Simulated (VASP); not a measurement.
Computed with LDA (Ceperley-Alder, Perdew-Zunger), VASP's LDA PAW potentials (set 64) (plane waves; VASP 6.6.1).

VASP input:

POSCAR:
```
Ti3ZnN
7.9193360
  0.5000000000   0.0000000000   0.0000000000
  0.0000000000   0.5000000000   0.0000000000
  0.0000000000   0.0000000000   0.5000000000
Zn N Ti
1 1 3
Cartesian
  0.0000000000   0.0000000000   0.0000000000
  0.2500000000   0.2500000000   0.2500000000
  0.0000000000   0.2500000000   0.2500000000
  0.2500000000   0.2500000000   0.0000000000
  0.2500000000   0.0000000000   0.2500000000
```

INCAR:
```
SYSTEM  =  Ti3ZnN
ISMEAR  =  -1
LREAL  =  .FALSE.   # projection in real space or not
ENCUT  =  400   # plane-wave cut-off (eV)
LASPH  =  .TRUE.   # aspherical one-centre terms
NELM  =  100
LCHARG  =  .FALSE.
SIGMA  =  0.1
EDIFF  =  1E-6   # SCF stop (eV)
ALGO  =  Normal
LMAXMIX  =  4   # l cut-off of mixed one-centre charges
PREC  =  Accurate
ISIF  =  2   # forces and stress, cell fixed
LWAVE  =  .FALSE.
```

File KPOINTS:
```
Automatic mesh
0
Gamma
3 3 3
0 0 0
```

POTCAR, in this order: Zn N Ti_sv (LDA.64 set). Program: vasp_std.

What VASP printed:

### OSZICAR
```
       N       E                     dE             d eps       ncg     rms          rms(c)
DAV:   1     0.572341357008E+03    0.57234E+03   -0.23737E+04   256   0.195E+03
DAV:   2     0.339770705249E+02   -0.53836E+03   -0.53201E+03   248   0.550E+02
DAV:   3    -0.431317346952E+02   -0.77109E+02   -0.76516E+02   417   0.187E+02
DAV:   4    -0.495206998332E+02   -0.63890E+01   -0.63521E+01   400   0.470E+01
DAV:   5    -0.497288938929E+02   -0.20819E+00   -0.20816E+00   353   0.771E+00    0.255E+01
DAV:   6    -0.415671861303E+02    0.81617E+01   -0.52669E+01   325   0.579E+01    0.898E+00
DAV:   7    -0.416628054681E+02   -0.95619E-01   -0.46098E+00   337   0.119E+01    0.504E+00
DAV:   8    -0.416518307192E+02    0.10975E-01   -0.67033E-01   333   0.411E+00    0.185E+00
DAV:   9    -0.416444342312E+02    0.73965E-02   -0.35058E-01   370   0.325E+00    0.825E-01
DAV:  10    -0.416374569255E+02    0.69773E-02   -0.53181E-02   338   0.159E+00    0.269E-01
DAV:  11    -0.416373750269E+02    0.81899E-04   -0.28274E-03   370   0.341E-01    0.103E-01
DAV:  12    -0.416373776820E+02   -0.26550E-05   -0.39334E-04   376   0.113E-01    0.257E-02
DAV:  13    -0.416373804343E+02   -0.27523E-05   -0.60611E-05   353   0.506E-02    0.764E-03
DAV:  14    -0.416373800742E+02    0.36007E-06   -0.43532E-06   276   0.206E-02
   1 F= -.41637380E+02 E0= -.41567886E+02  d E =-.138988E+00
```

OUTCAR:
```
------------------------ aborting loop because EDIFF is reached ----------------------------------------
  FORCE on cell =-STRESS in cart. coord.  units (eV):
  Direction    XX          YY          ZZ          XY          YZ          ZX
  --------------------------------------------------------------------------------------
  Total        3.5303505      3.5303505      3.5303505      0.0000000      0.0000000     -0.0000000
  in kB       91.1070715     91.1070715     91.1070715      0.0000000      0.0000000     -0.0000000
  external PRESSURE =      91.1070715 kB  Pullay stress =       0.0000000 kB
  volume of cell :       62.08
      direct lattice vectors                 reciprocal lattice vectors
     3.959668000  0.000000000  0.000000000     0.252546426  0.000000000  0.000000000
     0.000000000  3.959668000  0.000000000     0.000000000  0.252546426  0.000000000
     0.000000000  0.000000000  3.959668000     0.000000000  0.000000000  0.252546426
 POSITION                                       TOTAL-FORCE (eV/Angst)
 -----------------------------------------------------------------------------------
      0.00000      0.00000      0.00000         0.000000      0.000000      0.000000
      1.97983      1.97983      1.97983         0.000000      0.000000      0.000000
      0.00000      1.97983      1.97983         0.000000      0.000000      0.000000
      1.97983      1.97983      0.00000         0.000000      0.000000      0.000000
      1.97983      0.00000      1.97983         0.000000      0.000000      0.000000
 -----------------------------------------------------------------------------------
    total drift:                                0.000000      0.000000      0.000000
  FREE ENERGIE OF THE ION-ELECTRON SYSTEM (eV)
  ---------------------------------------------------
  free  energy   TOTEN  =       -41.6373800742 eV

  energy  without entropy=      -41.4983920769  energy(sigma->0) =      -41.56788608
```
(Selected blocks of OUTCAR.)

At this cut-off the stress carries a Pulay error, which pulls relaxed volumes low.

The structure was generated: Ti3ZnN was put into an ordered model structure, which need not be its known phase. The cell was not relaxed at this level. The k-mesh is coarse (spacing up to 0.53 per Å, 2π included), so the numbers may not be converged in it. The run is one of a series of settings (KPOINTS 3×3×3 Γ-centred mesh against the base run), some of them coarse on purpose. The electron count is odd and the run is not spin-polarised, which forces a metal.
